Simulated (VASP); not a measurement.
# Ag3SF: single point with LDA

Ag3SF:

```xyz
5
Lattice="4.7861 0.0000 0.0000 0.0000 4.7861 0.0000 0.0000 0.0000 4.7861" Properties=species:S:1:pos:R:3 pbc="T T T"
S     0.0000    0.0000    0.0000
F     2.3930    2.3930    2.3930
Ag    2.3930    2.3930    0.0000
Ag    2.3930    0.0000    2.3930
Ag    0.0000    2.3930    2.3930
```

The cell comes from a database or a generator and needn't be the stable form of this composition.

```
Program                : VASP 6.6.1
Task                   : single point
Functional             : LDA
Potentials or basis    : VASP PAW LDA potentials, release 64 (S, F, Ag)
Cutoff                 : 520 eV
k mesh                 : 4 × 4 × 4
Occupations            : gaussian, width 0.05 eV
Spin                   : no spin polarisation
Dipole correction      : no
Further INCAR settings : ALGO = Normal; EDIFF = 1e-07; NBANDS = 31
```

The pressure is -11.4 GPa and the band gap on the k mesh is none (metal or under the smearing width).

Levels at points of the mesh, in eV from the Fermi level:
```csv
k point,band 19,band 20,band 21,band 22,band 23,band 24,band 25,band 26,band 27,band 28
"(0.00, 0.00, 0.00)",-2.16,-2.16,-1.73,-1.07,-1.07,-1.07,3.56,3.56,6.12,6.12
"(0.50, 0.00, 0.00)",-2.16,-2.13,-2.07,-0.39,-0.39,1.33,2.15,4.35,5.37,5.37
"(0.50, 0.50, 0.00)",-1.96,-1.96,-0.77,-0.77,-0.01,0.42,2.83,3.70,3.70,6.11
"(0.50, 0.50, 0.50)",-1.83,-1.83,-1.55,-1.55,-1.55,2.76,2.76,2.76,4.18,5.43
```

It took 18 s on 1 thread of AMD EPYC 9R45 96-Core Processor (Zen 5), with other jobs on the host, peak memory 0.15 GiB.
